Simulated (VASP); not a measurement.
# SrCl3O (Pm-3m) in VASP: notebook

The runs below take SrCl3O through single point, with PBE.

All numbers are computed with VASP 6.6.1; they aren't measurements. Logs are shortened: lines on timing, memory, paths and dates and some standing lists are left out, and cuts for length are marked.

**1. The cell of the first run**

Symmetry: Pm-3m, No. 221, cubic system. The conventional cell has a = 4.703 Å, b = 4.703 Å, c = 4.703 Å, α = 90.00°, β = 90.00°, γ = 90.00°. Sr (site symmetry m-3m) has 12 Cl at 3.33 Å as nearest neighbours. Cl (site symmetry 4/mmm) has 2 O at 2.35 Å as nearest neighbours. Around O (site symmetry m-3m) lie 6 Cl at 2.35 Å.

The cell was built by a generator and needn't be a form met in nature.

**2. Single point, PBE, collinear spin, typed start (species swapped into the KCoF3 type (Pm-3m, No. 221))**

Input file INCAR:

```
  PREC = Accurate
  ENCUT = 520
  EDIFF = 1E-6
  ISMEAR = 0
  SIGMA = 0.1
  LREAL = False
  LASPH = True
  NELM = 150
  ALGO = Normal
  ISIF = 2
  LWAVE = False
  LCHARG = False
  ISPIN = 2
  MAGMOM = 0 0 0 0 1
  LORBIT = 11
  GGA = PE
  NBANDS = 30
```

Input file KPOINTS:

```
regular mesh
0
Gamma
  4 4 4
```

Input file POSCAR:

```
SrCl3O
1.0
    4.7033817300      0.0000000000      0.0000000000
    0.0000000000      4.7033817300      0.0000000000
    0.0000000000      0.0000000000      4.7033817300
Sr Cl O
1 3 1
Direct
    0.0000000000      0.0000000000      0.0000000000
    0.0000000000      0.5000000000      0.5000000000
    0.5000000000      0.0000000000      0.5000000000
    0.5000000000      0.5000000000      0.0000000000
    0.5000000000      0.5000000000      0.5000000000
```

Potentials or basis: VASP PAW PBE potentials, release 64 (Sr_sv, Cl, O).

Run with:

```sh
> cat potpaw_PBE.64/Sr_sv/POTCAR potpaw_PBE.64/Cl/POTCAR potpaw_PBE.64/O/POTCAR > POTCAR
> mpirun -np 1 vasp_std > vasp.out
```

OUTCAR:

```text
PREC = Accurate
   ENCUT = 520
   EDIFF = 1E-6
   ISMEAR = 0
   LREAL = False
   LASPH = True
   NELM = 150
   ISIF = 2
   ISPIN = 2
   LORBIT = 11
   GGA = PE

 ion  position               nearest neighbor table
   1  0.000  0.000  0.000-   2 3.33   3 3.33   4 3.33   2 3.33   3 3.33   2 3.33   4 3.33   2 3.33
                             3 3.33   4 3.33   3 3.33   4 3.33
   2  0.000  0.500  0.500-   1 3.33   1 3.33   1 3.33   1 3.33
   3  0.500  0.000  0.500-   1 3.33   1 3.33   1 3.33   1 3.33
   4  0.500  0.500  0.000-   1 3.33   1 3.33   1 3.33   1 3.33
   5  0.500  0.500  0.500-

  LATTYP: Found a simple cubic cell.
 ALAT       =     4.7033817300

  Lattice vectors:

 A1 = (   4.7033817300,   0.0000000000,   0.0000000000)
 A2 = (   0.0000000000,   4.7033817300,   0.0000000000)
 A3 = (   0.0000000000,   0.0000000000,   4.7033817300)

Analysis of symmetry for initial positions (statically):
=====================================================================
 Subroutine PRICEL returns:
 Original cell was already a primitive cell.

 Routine SETGRP: Setting up the symmetry group for a
 simple cubic supercell.

 Subroutine GETGRP returns: Found 48 space group operations
 (whereof 48 operations were pure point group operations)
 out of a pool of 48 trial point group operations.

The static configuration has the point symmetry O_h .

Analysis of symmetry for dynamics (positions and initial velocities):
=====================================================================
 Subroutine PRICEL returns:
 Original cell was already a primitive cell.

 Routine SETGRP: Setting up the symmetry group for a
 simple cubic supercell.

 Subroutine GETGRP returns: Found 48 space group operations
 (whereof 48 operations were pure point group operations)
 out of a pool of 48 trial point group operations.

The dynamic configuration has the point symmetry O_h .

Analysis of structural, dynamic, and magnetic symmetry:
=====================================================================
 Subroutine PRICEL returns:
 Original cell was already a primitive cell.

 Routine SETGRP: Setting up the symmetry group for a
 simple cubic supercell.

 Subroutine GETGRP returns: Found 48 space group operations
 (whereof 48 operations were pure point group operations)
 out of a pool of 48 trial point group operations.

The overall configuration has the point symmetry O_h .

 Subroutine INISYM returns: Found 48 space group operations
 (whereof 48 operations are pure point group operations),
 and found     1 'primitive' translations

----------------------------------------------------------------------------------------

                                     Primitive cell

  volume of cell :     104.0473

  direct lattice vectors                    reciprocal lattice vectors
     4.703381730  0.000000000  0.000000000     0.212612979  0.000000000  0.000000000
     0.000000000  4.703381730  0.000000000     0.000000000  0.212612979  0.000000000
     0.000000000  0.000000000  4.703381730     0.000000000  0.000000000  0.212612979

  length of vectors
     4.703381730  4.703381730  4.703381730     0.212612979  0.212612979  0.212612979

  position of ions in fractional coordinates (direct lattice)
     0.000000000  0.000000000  0.000000000
     0.000000000  0.500000000  0.500000000
     0.500000000  0.000000000  0.500000000
     0.500000000  0.500000000  0.000000000
     0.500000000  0.500000000  0.500000000

  ion indices of the primitive-cell ions
   primitive index   ion index
                 1           1
                 2           2
                 3           3
                 4           4
                 5           5

----------------------------------------------------------------------------------------

 KPOINTS: regular mesh

Automatic generation of k-mesh.
 Grid dimensions read from file:
 generate k-points for:    4    4    4

 Generating k-lattice:

  Cartesian coordinates                     Fractional coordinates (reciprocal lattice)
     0.053153245  0.000000000  0.000000000     0.250000000  0.000000000  0.000000000
     0.000000000  0.053153245  0.000000000     0.000000000  0.250000000  0.000000000
     0.000000000  0.000000000  0.053153245     0.000000000  0.000000000  0.250000000

  Length of vectors
     0.053153245  0.053153245  0.053153245

  Shift w.r.t. Gamma in fractional coordinates (k-lattice)
     0.000000000  0.000000000  0.000000000

 Subroutine IBZKPT returns following result:
 ===========================================

 Found     10 irreducible k-points:

 Following reciprocal coordinates:
            Coordinates               Weight
  0.000000  0.000000  0.000000      1.000000
  0.250000  0.000000  0.000000      6.000000
  0.500000  0.000000  0.000000      3.000000
  0.250000  0.250000  0.000000     12.000000
  0.500000  0.250000  0.000000     12.000000
  0.500000  0.500000  0.000000      3.000000
  0.250000  0.250000  0.250000      8.000000
  0.500000  0.250000  0.250000     12.000000
  0.500000  0.500000  0.250000      6.000000
  0.500000  0.500000  0.500000      1.000000
   k-points           NKPTS =     10   k-points in BZ     NKDIM =     10   number of bands    NBANDS=     30
   number of dos      NEDOS =    301   number of ions     NIONS =      5
   total plane-waves  NPLWV =  46656
   dimension x,y,z NGX =    36 NGY =   36 NGZ =   36
   dimension x,y,z NGXF=    72 NGYF=   72 NGZF=   72
   ions per type =               1   3   1
   NGX,Y,Z   is equivalent  to a cutoff of  12.72, 12.72, 12.72 a.u.
   NGXF,Y,Z  is equivalent  to a cutoff of  25.45, 25.45, 25.45 a.u.
 SYSTEM =  unknown system
   PREC   = accura    normal or accurate (medium, high low for compatibility)
   ISTART =      0    job   : 0-new  1-cont  2-samecut
   ICHARG =      2    charge: 1-file 2-atom 10-const
   ISPIN  =      2    spin polarized calculation?
   LNONCOLLINEAR =      F non collinear calculations
   LSORBIT =      F    spin-orbit coupling
   LASPH  =      T    aspherical Exc in radial PAW
   ENCUT  =  520.0 eV  38.22 Ry    6.18 a.u.   8.75  8.75  8.75*2*pi/ulx,y,z
   NELM   =    150;   NELMIN=  2; NELMDL= -5     # of ELM steps
   EDIFF  = 0.1E-05   stopping-criterion for ELM
   LREAL  =      F    real-space projection
   EDIFFG = 0.1E-04   stopping-criterion for IOM
   NSW    =      0    number of steps for IOM
   IBRION =     -1    ionic relax: 0-MD 1-quasi-New 2-CG
   NFREE  =      0    steps in history (QN), initial steepest desc. (CG)
   ISIF   =      2    stress and relaxation
   ISYM   =      2    0-nonsym 1-usesym 2-fastsym
   POTIM  = 0.5000    time-step for ionic-motion
   TEBEG  =    0.0;   TEEND  =   0.0 temperature during run
   PSTRESS=    0.0 pullay stress
   NELECT =      37.0000    total number of electrons
   NUPDOWN=      -1.0000    fix difference up-down
   EMIN   =  10.00;   EMAX   =-10.00  energy-range for DOS
   EFERMI =   0.00;   METHOD = LEGACY
   ISMEAR =     0;   SIGMA  =   0.10  broadening in eV -4-tet -1-fermi 0-gaus
   EFERMI_NEDOS =   21; number of points for ismear=-14 and -15
   IALGO  =     38    algorithm
   IMIX   =      4    mixing-type and parameters
     AMIX     =   0.40;   BMIX     =  1.00
     AMIX_MAG =   1.60;   BMIX_MAG =  1.00
  volume/ion in A,a.u.               =      20.81       140.43
  Fermi-wavevector in a.u.,A,eV,Ry     =   1.159841  2.191782 18.302985  1.345231
  Thomas-Fermi vector in A             =   2.296430
   LORBIT       =     11    0 simple, 1 ext, 2 COOP (PROOUT), +10 PAW based schemes
   GGA     = PE    functional components
   LHFCALC =     F    Hartree Fock is set to
   AEXX    =    0.0000 exact exchange contribution
   IVDW    =     0    specifies the selected vdW correction
   LEPSILON=     F    determine dielectric tensor
   LRPA    =     F    only Hartree local field effects (RPA)
 spin polarized calculation
 Gauss-broadening in eV      SIGMA  =   0.10
  energy-cutoff  :      520.00
  volume of cell :      104.05
 maximum number of plane-waves:      2826
 NGX is ok and might be reduce to    36
   NGX = 17   NGY = 17   NGZ = 17

 number of electron      36.9999991 magnetization       1.4999778

 Free energy of the ion-electron system (eV)
  ---------------------------------------------------
  ext. energy  EPLUGINS =         0.00000000
  ---------------------------------------------------
  free energy    TOTEN  =       -16.25787404 eV

  energy without entropy =      -16.25787365  energy(sigma->0) =      -16.25787384

 E-fermi :   3.4539     XC(G=0):  -9.3607

 val. band max:        3.1183141461   @ k =   0.5000   0.2500   0.2500
 cond. band min:       3.7677139080   @ k =   0.2500   0.2500   0.2500
 fundamental gap:      0.6493997619
 Fermi energy:         3.4539039273

 spin component 1

 k-point     1 :       0.0000    0.0000    0.0000
  band No.  band energies     occupation
      1     -32.4972      1.00000
      2     -15.6040      1.00000
      3     -14.4139      1.00000
      4     -14.4139      1.00000
      5     -14.4139      1.00000
      6     -11.3493      1.00000
[... 319 lines left out ...]
     29      13.1151      0.00000
     30      13.8946      0.00000
 Fermi energy:         3.4539039273

 spin component 2

 k-point     1 :       0.0000    0.0000    0.0000
  band No.  band energies     occupation
      1     -32.4981      1.00000
      2     -14.4626      1.00000
      3     -14.4150      1.00000
      4     -14.4150      1.00000
      5     -14.4150      1.00000
      6     -11.1285      1.00000
[... 319 lines left out ...]
     29      13.1393      0.00000
     30      13.9593      0.00000

------------------------ aborting loop because EDIFF is reached ----------------------------------------

  FORCE on cell =-STRESS in cart. coord.  units (eV):
  Direction    XX          YY          ZZ          XY          YZ          ZX
  --------------------------------------------------------------------------------------
  -------------------------------------------------------------------------------------
  Total        0.5120543      0.5120543      0.5120543     -0.0000000     -0.0000000      0.0000000
  in kB        7.8848950      7.8848950      7.8848950     -0.0000000     -0.0000000      0.0000000
  external PRESSURE =       7.8848950 kB  Pullay stress =       0.0000000 kB

 VOLUME and BASIS-vectors are now :
 -----------------------------------------------------------------------------
  energy-cutoff  :      520.00
  volume of cell :      104.05
      direct lattice vectors                 reciprocal lattice vectors
     4.703381730  0.000000000  0.000000000     0.212612979  0.000000000  0.000000000
     0.000000000  4.703381730  0.000000000     0.000000000  0.212612979  0.000000000
     0.000000000  0.000000000  4.703381730     0.000000000  0.000000000  0.212612979

 POSITION                                       TOTAL-FORCE (eV/Angst)
 -----------------------------------------------------------------------------------
      0.00000      0.00000      0.00000         0.000000      0.000000      0.000000
      0.00000      2.35169      2.35169         0.000000      0.000000      0.000000
      2.35169      0.00000      2.35169         0.000000      0.000000      0.000000
      2.35169      2.35169      0.00000         0.000000      0.000000      0.000000
      2.35169      2.35169      2.35169         0.000000      0.000000      0.000000
 -----------------------------------------------------------------------------------
    total drift:                                0.000000      0.000000      0.000000

  FREE ENERGIE OF THE ION-ELECTRON SYSTEM (eV)
  ---------------------------------------------------
  free  energy   TOTEN  =       -16.2578740355 eV

  energy  without entropy=      -16.2578736496  energy(sigma->0) =      -16.25787384

 total charge

# of ion       s       p       d       tot
------------------------------------------
    1        1.986   5.753   0.103   7.841
    2        1.618   3.433   0.000   5.051
    3        1.618   3.433   0.000   5.051
    4        1.618   3.433   0.000   5.051
    5        1.647   3.033   0.000   4.679
--------------------------------------------------
tot          8.487  19.084   0.103  27.673

 magnetization (x)

# of ion       s       p       d       tot
------------------------------------------
    1       -0.000  -0.000  -0.000  -0.001
    2        0.007   0.158   0.000   0.166
    3        0.007   0.158   0.000   0.166
    4        0.007   0.158   0.000   0.166
    5        0.017   0.792   0.000   0.809
--------------------------------------------------
tot          0.039   1.267  -0.000   1.305
```

It took 67 s on 1 thread of Intel Xeon Platinum 8559C (Emerald Rapids), shared host; peak memory 0.26 GiB.

What came out:

```yaml
Free_energy: -16.2579 eV
Pressure: 0.8 GPa
Band_gap_on_the_k_mesh: none (metal or under the smearing width)
Net_moment: 1.50 μB per cell
Site_moments: Sr -0.00; Cl +0.17; O +0.81 μB
Valence_electrons_inside_the_program's_atomic_spheres: Sr 7.84; Cl 5.05; O 4.68
```

**3. Single point, PBE, collinear spin, typed start (species swapped into the KCoF3 type (Pm-3m, No. 221))**

Input file INCAR:

```
SYSTEM = SrCl3O
ALGO     = Normal         ! electronic algorithm
EDIFF    = 1E-6           ! SCF threshold, eV
ENCUT    = 520            ! plane-wave cutoff, eV
GGA      = PE             ! functional
ISIF     = 2              ! what is computed and relaxed
ISMEAR   = 0              ! smearing method
ISPIN    = 2              ! spin polarisation
LASPH    = .TRUE.         ! aspherical terms in the spheres
LCHARG   = .FALSE.        ! write CHGCAR
LORBIT   = 11             ! projections on sites
LREAL    = .FALSE.        ! projectors in reciprocal space
LWAVE    = .FALSE.        ! write WAVECAR
MAGMOM   = 0 0.18 0.18 0.18 0.99 ! initial moments
NBANDS   = 30             ! bands
NELM     = 150            ! most SCF steps
PREC     = Accurate       ! precision mode
SIGMA    = 0.1            ! smearing width, eV
```

Input file KPOINTS:

```
k-points
0
G
  8 8 8
  0 0 0
```

Edit POSCAR of step 2 so:

```diff
@@ -2,5 +2,5 @@
 1.0
-    4.7033817300      0.0000000000      0.0000000000
-    0.0000000000      4.7033817300      0.0000000000
-    0.0000000000      0.0000000000      4.7033817300
+    4.6996566395      0.0000000000      0.0000000000
+    0.0000000000      4.6996566395      0.0000000000
+    0.0000000000      0.0000000000      4.6996566395
 Sr Cl O
```

Potentials or basis: VASP PAW PBE potentials, release 64 (Sr_sv, Cl, O).

Run with:

```sh
> cat potpaw_PBE.64/Sr_sv/POTCAR potpaw_PBE.64/Cl/POTCAR potpaw_PBE.64/O/POTCAR > POTCAR
> mpirun -np 1 vasp_std > vasp.out
```

Wall time 3.1 min (1 thread of Intel Xeon Platinum 8488C (Sapphire Rapids), shared host); peak memory 0.34 GiB.

It converged, with:

* Free energy: -16.3624 eV
* Pressure: -0.1 GPa
* Band gap on the k mesh: none (metal or under the smearing width)
* Net moment: 0.73 μB per cell
* Site moments: Sr -0.00; Cl +0.08; O +0.40 μB
* Valence electrons inside the program's atomic spheres: Sr 7.84; Cl 5.04; O 4.68

Levels at points of the mesh, in eV from the Fermi level:
Spin up:
| k point | band 17 | band 18 | band 19 | band 20 | band 21 | band 22 |
| --- | --- | --- | --- | --- | --- | --- |
| (0.00, 0.00, 0.00) | -2.82 | 0.91 | 0.91 | 0.91 | 2.45 | 2.61 |
| (0.50, 0.00, 0.00) | -2.62 | -2.37 | 0.91 | 0.91 | 4.03 | 4.09 |
| (0.50, 0.50, 0.00) | -2.41 | -2.11 | -2.07 | 0.91 | 4.36 | 4.52 |
| (0.50, 0.50, 0.50) | -2.09 | -2.00 | -2.00 | -2.00 | 3.43 | 3.99 |
Spin down:
```tsv
k point	band 16	band 17	band 18	band 19	band 20	band 21
(0.00, 0.00, 0.00)	-2.67	-2.67	1.48	1.48	1.48	2.47
(0.50, 0.00, 0.00)	-2.94	-2.41	-1.75	1.48	1.48	4.05
(0.50, 0.50, 0.00)	-2.03	-1.91	-1.82	-1.82	1.49	4.36
(0.50, 0.50, 0.50)	-1.95	-1.95	-1.95	-1.89	-1.89	3.43
```
